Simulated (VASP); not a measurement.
Here is a VASP 6.6.1 calculation.

INCAR

```
SYSTEM = Sn2HBr3
PREC     = Normal         ! precision mode
ENCUT    = 520            ! plane-wave cutoff, eV
EDIFF    = 1E-4           ! SCF threshold, eV
ISMEAR   = 0              ! smearing method
SIGMA    = 0.15           ! smearing width, eV
LREAL    = .False.        ! projectors in reciprocal space
LASPH    = .True.         ! aspherical terms in the spheres
NELM     = 60             ! most SCF steps
ALGO     = Fast           ! electronic algorithm
ISIF     = 3              ! what is computed and relaxed
LWAVE    = .False.        ! write WAVECAR
LCHARG   = .False.        ! write CHGCAR
GGA      = PE             ! functional
IBRION   = 2              ! ionic algorithm
NSW      = 24             ! ionic steps
EDIFFG   = -0.08          ! ionic threshold
```

The input KPOINTS:

```
regular mesh
0
Gamma
  3 3 2
  0 0 0
```

The input POSCAR:

```
Sn2HBr3
1.0
    4.8300000000      0.0000000000      0.0000000000
    0.0000000000      4.8300000000      0.0000000000
    0.0000000000      0.0000000000      6.8300000000
Sn H Br
2 1 3
Direct
    0.5000000000      0.0000000000      0.7500000000
    0.0000000000      0.5000000000      0.2500000000
    0.0000000000      0.0000000000      0.0000000000
    0.5000000000      0.5000000000      0.0000000000
    0.0000000000      0.0000000000      0.5000000000
    0.5000000000      0.5000000000      0.5000000000
```

Potentials or basis: VASP PAW PBE potentials, release 64 (Sn_d, H, Br).

Command:

```sh
$ cat potpaw_PBE.64/Sn_d/POTCAR potpaw_PBE.64/H/POTCAR potpaw_PBE.64/Br/POTCAR > POTCAR
$ mpirun -np 1 vasp_std > vasp.out
```

Q: Predict the space group after relaxing (to 0.05 Å).

A: P-4m2 (No. 115).

Q: Estimate the relaxed cell.

A: a = 4.999 Å, b = 4.999 Å, c = 7.118 Å, α = 90.00°, β = 90.00°, γ = 90.00°.

Q: What does it give for the band gap on the k mesh?

A: 1.86 eV, indirect (least direct gap 2.05 eV).

Final structure:
```
Sn H Br
1.0
     4.99909    0.00000    0.00000
     0.00000    4.99909    0.00000
     0.00000    0.00000    7.11766
Sn H Br
2 1 3
Cartesian
  2.4995 0.0000 5.4384
  0.0000 2.4995 1.6792
  0.0000 0.0000 0.0000
  2.4995 2.4995 0.0000
  0.0000 0.0000 3.5588
  2.4995 2.4995 3.5588
```

Caveat: the k mesh is coarse (spacing up to 0.46 Å⁻¹), so the values aren't converged; spin-orbit coupling is left out, which moves the levels of the heavy elements; an odd mesh through Γ misses points on the zone boundary, where band edges often lie. Expect the measured gap to be larger: semilocal functionals such as PBE lack the derivative discontinuity.
